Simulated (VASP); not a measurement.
Data:

```
Te
1.0
    2.16317    -3.74673     0.00000
    2.16317     3.74673     0.00000
    0.00000     0.00000     5.97419
Te
3
Direct
  0.00000   0.28194   0.66667
  0.71806   0.71806   0.00000
  0.28194   0.00000   0.33333
```

The numbers are results of PBE GGA with D3 dispersion (Becke-Johnson damping), VASP's PBE PAW potentials (set 64) (plane waves; VASP 6.6.1), not measurements. Settings: 520 eV cut-off, Gaussian smearing of 0.050 eV, potentials Te.

Unless said otherwise, spin-orbit coupling is left out, though it shifts the bands of the heavy elements here.

Q: Give the energies of bands 4 to 12 at the high-symmetry points, in eV from the valence-band maximum.

A: 
```csv
band,Γ,M,K,A,L,H
4,-2.94,-5.08,-4.59,-4.11,-6.02,-5.40
5,-2.60,-4.62,-4.59,-2.64,-3.67,-5.34
6,-2.60,-3.94,-3.38,-2.64,-3.66,-5.34
7,-1.74,-3.83,-3.38,-1.28,-2.71,-0.92
8,-1.74,-0.87,-3.22,-0.86,-2.44,0.00
9,-1.08,-0.73,-3.17,-0.86,-0.32,0.00
10,0.99,0.63,3.00,0.30,0.40,0.02
11,0.99,0.63,3.00,0.39,1.99,0.99
12,1.70,2.56,3.21,0.39,2.65,0.99
```

The gap is direct, 0.02 eV, from the valence maximum at H to the conduction minimum at H.

The compound is Te in the trig structure. It was relaxed first, which changed the volume by -5 %.
